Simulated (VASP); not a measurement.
# Driving VASP from ASE on TiAl3

Do ASE scripts that read TiAl3 from different structure formats give one answer, and do several routes find one equilibrium volume? All runs use PBEsol. Left out of this account: 1 further run (fields: a reference on another mesh). The start is a computed cell from the Materials Project.

Program: VASP 6.6.1. Level of theory: PBEsol; plane waves and PAW (Ti_sv, Al). Results are calculated unless marked as measured.

Report form: the programs' logs are mostly left out.

**1. The structure**

It takes space group I4/mmm (No. 139, tetragonal). The conventional cell has a = 3.822 Å, b = 3.822 Å, c = 8.561 Å, α = 90.00°, β = 90.00°, γ = 90.00°. Ti has 12 Al at 2.70 to 2.87 Å nearest. Nearest to Al lie 4 Ti at 2.70 Å and 8 Al at 2.87 Å. Nearest to Al lie 8 Al at 2.70 to 2.87 Å and 4 Ti at 2.87 Å. Farther neighbours are not listed.

Coordinates:

```cif
data_structure
_symmetry_space_group_name_H-M 'P 1'
_symmetry_Int_Tables_number 1
_cell_length_a 3.8222
_cell_length_b 3.8222
_cell_length_c 5.0625
_cell_angle_alpha 112.179
_cell_angle_beta 67.821
_cell_angle_gamma 90.000
_cell_volume 62.54
loop_
_atom_site_label
_atom_site_type_symbol
_atom_site_fract_x
_atom_site_fract_y
_atom_site_fract_z
_atom_site_occupancy
Ti1 Ti 0.00000 0.00000 0.00000 1
Al2 Al 0.50000 0.50000 0.00000 1
Al3 Al 0.75000 0.75000 0.50000 1
Al4 Al 0.25000 0.25000 0.50000 1
```

**2. Total energy, forces and stress (PBEsol, through ASE)**

A single point through ASE, with the structure read from an extended xyz file.

run.py

```python
import numpy as np
from ase.calculators.vasp import Vasp
from ase.io import read
from ase.dft.bandgap import bandgap

atoms = read('TiAl3.xyz')

calc = Vasp(
    xc='pbesol',
    pp='PBE',
    prec='Accurate',
    encut=400,
    ediff=1e-06,
    nelm=100,
    ismear=-1,
    sigma=0.05,
    lreal=False,
    algo='Normal',
    nbands=16,
    lasph=True,
    lorbit=11,
    lwave=False,
    lcharg=False,
    kpar=4,
    isif=2,
    pp_version='64',
    setups={'Ti': '_sv', 'Al': ''},
    kpts=(9, 9, 9),
    gamma=True,
    txt='vasp.out',
)
atoms.calc = calc

print("energy (eV):", round(atoms.get_potential_energy(), 6))
print("Fermi level (eV):", round(calc.get_fermi_level(), 4))
print("forces (eV/A):")
print(np.round(atoms.get_forces(), 4))
print("stress (GPa, Voigt, tension positive):", np.round(atoms.get_stress() * 160.21766, 3))
gap, p1, p2 = bandgap(calc, direct=False)
print("gap on the mesh (eV):", round(gap, 4))
```

TiAl3.xyz

```xyz
4
Lattice="0.0000000000 -3.8222135426 0.0000000000 -3.8222135426 0.0000000000 0.0000000000 1.9111067713 -1.9111067713 -4.2806687947" Properties=species:S:1:pos:R:3 pbc="T T T"
Ti     0.0000000000      0.0000000000      0.0000000000
Al    -1.9111067713     -1.9111067713      0.0000000000
Al    -1.9111067713     -3.8222135426     -2.1403343974
Al     0.0000000000     -1.9111067713     -2.1403343974
```

Potentials, in the order of the species: Ti_sv and Al (PBE family, release 64).

The run is started by

```
export ASE_VASP_COMMAND="mpirun -np 4 vasp_std"
python run.py
```

Run time: 25 s. Hardware: 4 MPI ranks of Intel Xeon Platinum 8488C (Sapphire Rapids), shared host; peak memory 0.78 GiB; 90 s of CPU time.

This run has no spin polarisation. Its electron count is odd, so without a moment it is a metal by construction. The PAW data sets were made with PBE, which is usual practice but a small mismatch for other functionals.

Numbers from this step:

```
SCF cycles              : 13
electrons               : 21
bands                   : 16
irreducible k-points    : 75
symmetry operations     : 16
free energy (TOTEN)     : -22.23 eV
energy at zero smearing : -22.22 eV
Fermi energy            : 8.290 eV
pressure                : -0.6859 GPa
metallic                : yes
```

The pressure is -0.69 GPa and the largest force 0.000 eV/Å, so the cell is not at a minimum at these settings.

**3. Self-consistent run (PBEsol, through ASE)**

System of this step: TiAl3. It takes space group I4/mmm (No. 139, tetragonal). The conventional cell has a = 3.822 Å, b = 3.822 Å, c = 8.561 Å, α = 90.00°, β = 90.00°, γ = 90.00°. Nearest to Ti lie 12 Al at 2.70 to 2.87 Å. Nearest to Al lie 4 Ti at 2.70 Å and 8 Al at 2.87 Å. Al has 8 Al at 2.70 to 2.87 Å and 4 Ti at 2.87 Å nearest. Farther neighbours are not listed.

The single point through ASE, with the structure read from a CIF with its space group. The file expands to the conventional cell of 8 atoms, on a 6×6×3 mesh.

run.py: that of step 2 with these lines changed.

```diff
@@ -5,3 +5,3 @@
 
-atoms = read('TiAl3.xyz')
+atoms = read('TiAl3.cif')
 
@@ -18,3 +18,3 @@
     algo='Normal',
-    nbands=16,
+    nbands=29,
     lasph=True,
@@ -27,3 +27,3 @@
     setups={'Ti': '_sv', 'Al': ''},
-    kpts=(9, 9, 9),
+    kpts=(6, 6, 3),
     gamma=True,
```

TiAl3.cif

```cif
data_TiAl3
_cell_length_a 3.82221354
_cell_length_b 3.82221354
_cell_length_c 8.56133759
_cell_angle_alpha 90.00000000
_cell_angle_beta 90.00000000
_cell_angle_gamma 90.00000000
_space_group_name_H-M_alt 'I4/mmm'
_space_group_name_Hall '-I 4 2'
_space_group_IT_number 139
loop_
_space_group_symop_operation_xyz
'x,y,z'
'-x,-y,-z'
'-y,x,z'
'y,-x,-z'
'-x,-y,z'
'x,y,-z'
'y,-x,z'
'-y,x,-z'
'x,-y,-z'
'-x,y,z'
'-y,-x,-z'
'y,x,z'
'-x,y,-z'
'x,-y,z'
'y,x,-z'
'-y,-x,z'
'x+1/2,y+1/2,z+1/2'
'-x+1/2,-y+1/2,-z+1/2'
'-y+1/2,x+1/2,z+1/2'
'y+1/2,-x+1/2,-z+1/2'
'-x+1/2,-y+1/2,z+1/2'
'x+1/2,y+1/2,-z+1/2'
'y+1/2,-x+1/2,z+1/2'
'-y+1/2,x+1/2,-z+1/2'
'x+1/2,-y+1/2,-z+1/2'
'-x+1/2,y+1/2,z+1/2'
'-y+1/2,-x+1/2,-z+1/2'
'y+1/2,x+1/2,z+1/2'
'-x+1/2,y+1/2,-z+1/2'
'x+1/2,-y+1/2,z+1/2'
'y+1/2,x+1/2,-z+1/2'
'-y+1/2,-x+1/2,z+1/2'
loop_
_atom_site_label
_atom_site_type_symbol
_atom_site_symmetry_multiplicity
_atom_site_Wyckoff_symbol
_atom_site_fract_x
_atom_site_fract_y
_atom_site_fract_z
_atom_site_occupancy
Ti1 Ti 2 a 0.0000000000 0.0000000000 0.0000000000 1
Al1 Al 2 b 0.5000000000 0.5000000000 0.0000000000 1
Al2 Al 4 d 0.0000000000 0.5000000000 0.2500000000 1
```

Wall time 28 s (4 MPI ranks); peak memory 0.87 GiB; 1.7 min of CPU time.

The k-mesh is coarse for a metal.

This step gave:

- SCF cycles: 14
- electrons: 42
- bands: 29
- irreducible k-points: 20
- free energy (TOTEN): -44.48 eV
- energy at zero smearing: -44.47 eV
- Fermi energy: 8.332 eV
- pressure: -0.5845 GPa

The energy lies -2.81 meV an atom from the first script, since this cell and mesh sample the zone at other points.

**4. Full relaxation (PBEsol, through ASE)**

System of this step: TiAl3. Symmetry: I4/mmm, No. 139, tetragonal system. Conventional cell: a = 3.822 Å, b = 3.822 Å, c = 8.561 Å, α = 90.00°, β = 90.00°, γ = 90.00°. Nearest to Ti lie 12 Al at 2.70 to 2.87 Å. Nearest to Al lie 4 Ti at 2.70 Å and 8 Al at 2.87 Å. Nearest to Al lie 8 Al at 2.70 to 2.87 Å and 4 Ti at 2.87 Å. Farther neighbours are not listed.

Properties are meant for the cell that this level of theory prefers, so cell and atoms are relaxed first (ISIF = 3) until forces and stress are small; EDIFFG sets the threshold.

run.py: that of step 3 with these lines changed.

```diff
@@ -3,3 +3,2 @@
 from ase.io import read
-from ase.dft.bandgap import bandgap
 
@@ -18,3 +17,3 @@
     algo='Normal',
-    nbands=29,
+    nbands=16,
     lasph=True,
@@ -24,6 +23,9 @@
     kpar=4,
-    isif=2,
+    ibrion=2,
+    nsw=60,
+    isif=3,
+    ediffg=-0.01,
     pp_version='64',
     setups={'Ti': '_sv', 'Al': ''},
-    kpts=(6, 6, 3),
+    kpts=(9, 9, 9),
     gamma=True,
@@ -38,3 +40,5 @@
 print("stress (GPa, Voigt, tension positive):", np.round(atoms.get_stress() * 160.21766, 3))
-gap, p1, p2 = bandgap(calc, direct=False)
-print("gap on the mesh (eV):", round(gap, 4))
+print("cell (A, degrees):", np.round(atoms.cell.cellpar(), 4))
+print("volume (A^3):", round(atoms.get_volume(), 4))
+print("positions:")
+print(np.round(atoms.get_scaled_positions(), 5))
```

TiAl3.cif

```cif
data_TiAl3
_cell_length_a 3.82221354
_cell_length_b 3.82221354
_cell_length_c 5.06248788
_cell_angle_alpha 112.17912770
_cell_angle_beta 67.82087230
_cell_angle_gamma 90.00000000
_space_group_name_H-M_alt 'P1'
_space_group_name_Hall 'P 1'
_space_group_IT_number 1
loop_
_space_group_symop_operation_xyz
'x,y,z'
loop_
_atom_site_label
_atom_site_type_symbol
_atom_site_symmetry_multiplicity
_atom_site_Wyckoff_symbol
_atom_site_fract_x
_atom_site_fract_y
_atom_site_fract_z
_atom_site_occupancy
Ti1 Ti 1 a 0.0000000000 0.0000000000 0.0000000000 1
Al1 Al 1 a 0.5000000000 0.5000000000 0.0000000000 1
Al2 Al 1 a 0.7500000000 0.7500000000 0.5000000000 1
Al3 Al 1 a 0.2500000000 0.2500000000 0.5000000000 1
```

Run time: 57 s. Hardware: 4 MPI ranks; peak memory 0.79 GiB; 3.6 min of CPU time.

The run keeps the 16 symmetry operations of its start, so it cannot find a distortion of lower symmetry.

Relaxation path:

| step | energy less that of the first step (eV) | largest force (eV/Å) | pressure (GPa) | volume (Å³) |
| --- | --- | --- | --- | --- |
| 1 | 0.0000 | 0.0000 | -0.69 | 62.54 |
| 2 | 0.0001 | 0.0000 | 0.57 | 61.93 |
| 3 | -0.0005 | 0.0000 | -0.03 | 62.26 |

| conventional cell, symmetrised | before | after | change |
| --- | --- | --- | --- |
| a (Å) | 3.822 | 3.816 | -0.2 % |
| b (Å) | 3.822 | 3.816 | -0.2 % |
| c (Å) | 8.561 | 8.550 | -0.1 % |
| volume (Å³/atom) | 15.63 | 15.57 | -0.4 % |

The relaxed structure:

```cif
data_structure
_symmetry_space_group_name_H-M 'P 1'
_symmetry_Int_Tables_number 1
_cell_length_a 3.8162
_cell_length_b 3.8162
_cell_length_c 5.0556
_cell_angle_alpha 112.174
_cell_angle_beta 67.826
_cell_angle_gamma 90.000
_cell_volume 62.26
loop_
_atom_site_label
_atom_site_type_symbol
_atom_site_fract_x
_atom_site_fract_y
_atom_site_fract_z
_atom_site_occupancy
Ti1 Ti 0.00000 0.00000 0.00000 1
Al2 Al 0.50000 0.50000 0.00000 1
Al3 Al 0.75000 0.75000 0.50000 1
Al4 Al 0.25000 0.25000 0.50000 1
```

Numbers from this step:

```
electrons                       : 21
bands                           : 16
irreducible k-points            : 75
free energy (TOTEN)             : -22.23 eV
energy at zero smearing         : -22.22 eV
Fermi energy                    : 8.333 eV
pressure                        : -0.03391 GPa
SCF cycles over all ionic steps : 30
```

It ends with forces that vanish by symmetry and a pressure of -0.03 GPa.

**5. Energy against volume, from ASE (PBEsol)**

An ASE loop scales the volume and fits the energies, which gives the bulk modulus from energies alone.

run.py

```python
import numpy as np
from ase.calculators.vasp import Vasp
from ase.io import read
from ase.eos import EquationOfState
from ase.units import GPa

atoms = read('structure.vasp')

calc = Vasp(
    xc='pbesol',
    pp='PBE',
    prec='Accurate',
    encut=400,
    ediff=1e-06,
    nelm=100,
    ismear=-1,
    sigma=0.05,
    lreal=False,
    algo='Normal',
    nbands=16,
    lasph=True,
    lorbit=11,
    lwave=False,
    lcharg=False,
    kpar=4,
    isif=2,
    pp_version='64',
    setups={'Ti': '_sv', 'Al': ''},
    kpts=(9, 9, 9),
    gamma=True,
    txt='vasp.out',
)
atoms.calc = calc

cell, volumes, energies = atoms.get_cell(), [], []
for x in [0.94, 0.96, 0.98, 1.0, 1.02, 1.04, 1.06]:
    atoms.set_cell(cell * x ** (1 / 3), scale_atoms=True)
    volumes.append(atoms.get_volume())
    energies.append(atoms.get_potential_energy())
    print(f"{x:.2f}  V = {volumes[-1]:.4f} A^3  E = {energies[-1]:.6f} eV")
v0, e0, b0 = EquationOfState(volumes, energies, eos="birchmurnaghan").fit()
print(f"V0 = {v0:.4f} A^3  E0 = {e0:.6f} eV  B0 = {b0 / GPa:.2f} GPa")
```

structure.vasp

```
TiAl3
1.0
    0.0000000000     -3.8222135426      0.0000000000
   -3.8222135426      0.0000000000      0.0000000000
    1.9111067713     -1.9111067713     -4.2806687947
Ti Al
1 3
Direct
    0.0000000000      0.0000000000      0.0000000000
    0.5000000000      0.5000000000      0.0000000000
    0.7500000000      0.7500000000      0.5000000000
    0.2500000000      0.2500000000      0.5000000000
```

Wall time 2.5 min (4 MPI ranks); peak memory 0.79 GiB; 9.4 min of CPU time.

This step gave:

```yaml
bulk_modulus: 111.3 GPa
equilibrium_volume_of_the_fit: 15.59 Å³/atom
```

The fitted volume lies +0.17 % from the relaxed one.

**6. Relaxation driven by ASE (PBEsol)**

Here ASE drives the relaxation and calls VASP for forces and stress at each step.

run.py

```python
import numpy as np
from ase.calculators.vasp import Vasp
from ase import Atoms
from ase.optimize import BFGS
from ase.filters import FrechetCellFilter

atoms = Atoms(['Ti', 'Al', 'Al', 'Al'],
              cell=[[0.0, -3.82221354, 0.0], [-3.82221354, 0.0, 0.0], [1.91110677, -1.91110677, -4.28066879]],
              scaled_positions=[[0.0, 0.0, 0.0], [0.5, 0.5, 0.0], [0.75, 0.75, 0.5], [0.25, 0.25, 0.5]],
              pbc=True)

calc = Vasp(
    xc='pbesol',
    pp='PBE',
    prec='Accurate',
    encut=400,
    ediff=1e-06,
    nelm=100,
    ismear=-1,
    sigma=0.05,
    lreal=False,
    algo='Normal',
    nbands=16,
    lasph=True,
    lorbit=11,
    lwave=False,
    lcharg=False,
    kpar=4,
    isif=2,
    pp_version='64',
    setups={'Ti': '_sv', 'Al': ''},
    kpts=(9, 9, 9),
    gamma=True,
    txt='vasp.out',
)
atoms.calc = calc

BFGS(FrechetCellFilter(atoms)).run(fmax=0.02, steps=30)
print("cell (A, degrees):", np.round(atoms.cell.cellpar(), 4))
print("volume (A^3):", round(atoms.get_volume(), 4))
print("energy (eV):", round(atoms.get_potential_energy(), 6))
print("Fermi level (eV):", round(calc.get_fermi_level(), 4))
print("forces (eV/A):")
print(np.round(atoms.get_forces(), 4))
print("stress (GPa, Voigt, tension positive):", np.round(atoms.get_stress() * 160.21766, 3))
```

The job ended after 61 s (4 MPI ranks; peak memory 0.78 GiB; 3.8 min of CPU time).

Numbers from this step:

```
optimizer steps   : 2
volume after bfgs : 15.54 Å³/atom
```

**7. The runs together**

| run | atoms | mesh | energy (eV/atom) | pressure (GPa) |
| --- | --- | --- | --- | --- |
| ASE, structure read from an extended xyz file | 4 | 9×9×9 | -5.55551 | -0.686 |
| ASE, structure read from a CIF with its space group | 8 | 6×6×3 | -5.55833 | -0.585 |

**8. Self-consistent run (PBEsol, through ASE), changed input**

A single point gives energy, forces and stress at these settings. Some settings are moved from the usual, to see what they do.

run.py: that of step 6 with these lines changed.

```diff
@@ -3,4 +3,3 @@
 from ase import Atoms
-from ase.optimize import BFGS
-from ase.filters import FrechetCellFilter
+from ase.dft.bandgap import bandgap
 
@@ -18,4 +17,4 @@
     nelm=100,
-    ismear=-1,
-    sigma=0.05,
+    ismear=1,
+    sigma=0.01,
     lreal=False,
@@ -31,3 +30,3 @@
     setups={'Ti': '_sv', 'Al': ''},
-    kpts=(9, 9, 9),
+    kpts=(2, 2, 2),
     gamma=True,
@@ -37,5 +36,2 @@
 
-BFGS(FrechetCellFilter(atoms)).run(fmax=0.02, steps=30)
-print("cell (A, degrees):", np.round(atoms.cell.cellpar(), 4))
-print("volume (A^3):", round(atoms.get_volume(), 4))
 print("energy (eV):", round(atoms.get_potential_energy(), 6))
@@ -45 +41,3 @@
 print("stress (GPa, Voigt, tension positive):", np.round(atoms.get_stress() * 160.21766, 3))
+gap, p1, p2 = bandgap(calc, direct=False)
+print("gap on the mesh (eV):", round(gap, 4))
```

The job ended after 7 s (4 MPI ranks; peak memory 0.62 GiB; 21 s of CPU time).

The run converged; its settings lie outside those of the reference runs, so its numbers are set aside.

Settings moved from the usual: k-mesh = 2×2×2, ISMEAR = 1 and SIGMA = 0.01.

**9. Outcome**

| Item | Value |
| --- | --- |
| energy, ASE, structure read from an extended xyz file | -5.55551 eV/atom |
| energy, ASE, structure read from a CIF with its space group | -5.55833 eV/atom |
| volume from VASP's own relaxation | 15.57 Å³/atom |
| volume from the fit of the ASE volume loop | 15.59 Å³/atom |
| volume from BFGS in ASE | 15.54 Å³/atom |

In words: With the structure read from a CIF with its space group, ASE's run differs from the first script by -2.8 meV an atom, on the larger cell and its own mesh. The routes to the equilibrium volume agree within 0.31 %. VASP's relaxation keeps the plane waves of its start, while ASE starts VASP afresh at each cell, and a loop at fixed shape can't relax anything but the volume. With an odd electron count and no spin the cell is a metal by construction.

[Lines on the potential files, build, host, timing and source positions are cut from VASP's logs without a mark.]

[Logs are printed without paths, hosts, clocks, repeated set-up lines and the standing remarks that a program may print on its own settings, such as how far it seeks lower states.]

[Hosts, paths, dates, database ids (printed as entryN), source tags and the programs' standing remarks are cut or masked in the printed files.]

[A measured line is paired with the nearest computed mode of its activity, which favours agreement.]
